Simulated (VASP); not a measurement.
Input:

```yaml
crystal:
  lattice:
    - [0.00000, 3.57532, 3.57532]
    - [3.57532, 0.00000, 3.57532]
    - [3.57532, 3.57532, 0.00000]
  atoms:
    - { symbol: Ba, position: [0.00000, 0.00000, 0.00000] }
    - { symbol: Te, position: [0.50000, 0.50000, 0.50000] }
```

Computed with optB86b-vdW, VASP's PBE PAW potentials (set 64) (plane waves; VASP). Settings: 520 eV cut-off, 7×7×7 Γ-centred mesh, Gaussian smearing of 0.050 eV, potentials Ba_sv Te.

Q: Predict the energy per atom (σ→0), pressure.

A: 
```json
{
 "energy per atom (σ→0)": "-2.380 eV/atom",
 "pressure": "-1.61 GPa"
}
```

Only differences to runs with the same potentials and settings are physical.

The compound is BaTe in the rock salt structure. This cell is one point of a volume scan, at 1.06 of the reference volume.
